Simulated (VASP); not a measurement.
```xyz
2
Lattice="0.0000 3.5108 3.5108 3.5108 0.0000 3.5108 3.5108 3.5108 0.0000" Properties=species:S:1:pos:R:3 pbc="T T T"
Rb     0.0000     0.0000     0.0000
Br     3.5108     3.5108     3.5108
```

These are PBE GGA, VASP's PBE PAW potentials (set 64) (plane waves; VASP) values and carry that method's errors. Run with 400 eV cut-off, 6×6×6 Γ-centred mesh, Gaussian smearing of 0.050 eV, potentials Rb_sv Br.

Problem. What does the run give for the energy per atom (σ→0), band gap (on the k-mesh) with the smallest direct gap where there is one?

Solution. 
- band gap (on the k-mesh) = 4.18 eV
- smallest direct gap (on the k-mesh) = 4.18 eV
- energy per atom (σ→0) = -3.058 eV/atom

Only differences to runs with the same potentials and settings are physical.

The compound is RbBr in the rock salt structure. It was relaxed first, which changed the volume by +6 %. The start is the result of an earlier pass.
